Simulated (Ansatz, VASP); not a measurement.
# One calculation of GaGe, two programs

Contents of INCAR:

```
SYSTEM = GaGe
PREC     = Accurate       ! precision mode
ENCUT    = 520            ! plane-wave cutoff, eV
EDIFF    = 1E-7           ! SCF threshold, eV
ISMEAR   = 0              ! smearing method
SIGMA    = 0.15           ! smearing width, eV
LREAL    = .FALSE.        ! projectors in reciprocal space
LASPH    = .TRUE.         ! aspherical terms in the spheres
NELM     = 100            ! most SCF steps
ALGO     = Fast           ! electronic algorithm
ISIF     = 2              ! what is computed and relaxed
LWAVE    = .FALSE.        ! write WAVECAR
LCHARG   = .TRUE.         ! write CHGCAR
GGA      = PS             ! functional
LELF     = .TRUE.         ! ELF
LVHAR    = .TRUE.       
NBANDS   = 20             ! bands
```

The input KPOINTS:

```
Automatic mesh
0
G
  14 14 14
  0 0 0
```

File POSCAR:

```
GaGe
1.0
    0.0000000000      3.0427362000      3.0427362000
    3.0427362000      0.0000000000      3.0427362000
    3.0427362000      3.0427362000      0.0000000000
Ga Ge
1 1
Direct
    0.7500000000      0.7500000000      0.7500000000
    0.0000000000      0.0000000000      0.0000000000
```

Input for Ansatz:

```yaml
crystal:
  lattice:
    - [0.0, 3.0427362, 3.0427362]
    - [3.0427362, 0.0, 3.0427362]
    - [3.0427362, 3.0427362, 0.0]
  atoms:
    - { symbol: Ga, position: [0.75, 0.75, 0.75] }
    - { symbol: Ge, position: [0.0, 0.0, 0.0] }
basis:
  ecutwfc: 420
kpoints:
  mp_grid: { grid: [14, 14, 14] }
hamiltonian:
  xc: pbesol
scf:
  occupations: { method: gaussian, width: 0.15 }
output:
  forces: true
  stress: true
  eigenvalues: true
```

Change from the starting cell: strain +0.050 along x and y, +0.050 along z, atoms carried along.

Alike in both runs: task single point; functional PBEsol; k mesh 14 × 14 × 14; occupations gaussian, width 0.15 eV; no spin polarisation.

|  | VASP | Ansatz |
| --- | --- | --- |
| version | VASP 6.6.1 | Ansatz 0.2.0 |
| potentials or method | VASP PAW PBE potentials, release 64 (Ga_d, Ge_d) | scalar-relativistic, plane waves, PAW |
| plane-wave cutoff (eV) | 520 | 420 |
| valence electrons in the cell | 27 | 27 |

|  | VASP | Ansatz | Ansatz less VASP |
| --- | --- | --- | --- |
| gap on the k mesh at the Fermi level (eV) | none | none | - |
| pressure (GPa) | -6.9 | -6.9 | +0.01 |

A gap of «none» marks a metal or a gap that the smearing closes.

Caveats: the PAW data sets were made with another functional, which shifts forces and pressure a little (VASP).
